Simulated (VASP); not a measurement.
Set up this calculation in VASP 6.6.1, as the native input.

```
Task                   : relaxation of cell and atoms
Functional             : PBE
Potentials or basis    : VASP PAW PBE potentials, release 64 (Sc_sv, In_d, Sb)
Cutoff                 : 520 eV
k mesh                 : 5 × 5 × 2
Occupations            : gaussian, width 0.15 eV
Spin                   : no spin polarisation
Further INCAR settings : PREC = Normal; ALGO = Fast; EDIFF = 0.0001; IBRION = 2; EDIFFG = -0.08; NSW = 24; ISIF = 3
```

The structure of Sc2InSb3 lies in POSCAR:

```
Sc2InSb3
1.0
    4.1500000000      0.0000000000      0.0000000000
   -2.0750000000      3.5940054300      0.0000000000
    0.0000000000      0.0000000000     10.1000000000
Sc In Sb
2 1 3
Direct
    0.6666666700      0.3333333300      0.6667000000
    0.3333333300      0.6666666700      0.3333000000
    0.0000000000      0.0000000000      0.0000000000
    0.3333333300      0.6666666700      0.8333000000
    0.6666666700      0.3333333300      0.1667000000
    0.0000000000      0.0000000000      0.5000000000
```

The cell was built by a generator and needn't be a form met in nature.

These files were run (other wordings do the same):

INCAR

```
SYSTEM = Sc2InSb3
PREC     = Normal         ! precision mode
ENCUT    = 520            ! plane-wave cutoff, eV
EDIFF    = 1E-4           ! SCF threshold, eV
ISMEAR   = 0              ! smearing method
SIGMA    = 0.15           ! smearing width, eV
LREAL    = .False.        ! projectors in reciprocal space
LASPH    = .True.         ! aspherical terms in the spheres
NELM     = 60             ! most SCF steps
ALGO     = Fast           ! electronic algorithm
ISIF     = 3              ! what is computed and relaxed
LWAVE    = .False.        ! write WAVECAR
LCHARG   = .False.        ! write CHGCAR
GGA      = PE             ! functional
IBRION   = 2              ! ionic algorithm
NSW      = 24             ! ionic steps
EDIFFG   = -0.08          ! ionic threshold
```

KPOINTS

```
regular mesh
0
Gamma
  5 5 2
  0 0 0
```

Potentials or basis: VASP PAW PBE potentials, release 64 (Sc_sv, In_d, Sb).

The run is started by

```sh
$ cat potpaw_PBE.64/Sc_sv/POTCAR potpaw_PBE.64/In_d/POTCAR potpaw_PBE.64/Sb/POTCAR > POTCAR
$ mpirun -np 1 vasp_std > vasp.out
```

Results of the run:

* Relaxed volume: 26.90 Å³/atom
* Relaxed cell: a = 4.185 Å, b = 4.185 Å, c = 10.640 Å, α = 90.00°, β = 90.00°, γ = 120.00°
* Space group after relaxing (to 0.05 Å): P-3m1 (No. 164)
* Energy gained by relaxing: 47.7 meV/atom
* Ionic steps: 10
* Pressure after relaxing: 0.2 GPa
* Largest force after relaxing: 0.028 eV/Å
* Band gap on the k mesh: none (metal or under the smearing width)

Caveat: the relaxation stopped at a loose force limit of 0.08 eV/Å, so its end isn't a converged minimum.

Run time: 3.1 min on 1 thread of Intel(R) Xeon(R) Platinum 8488C (Sapphire Rapids), with other jobs on the host, peak memory 0.21 GiB.
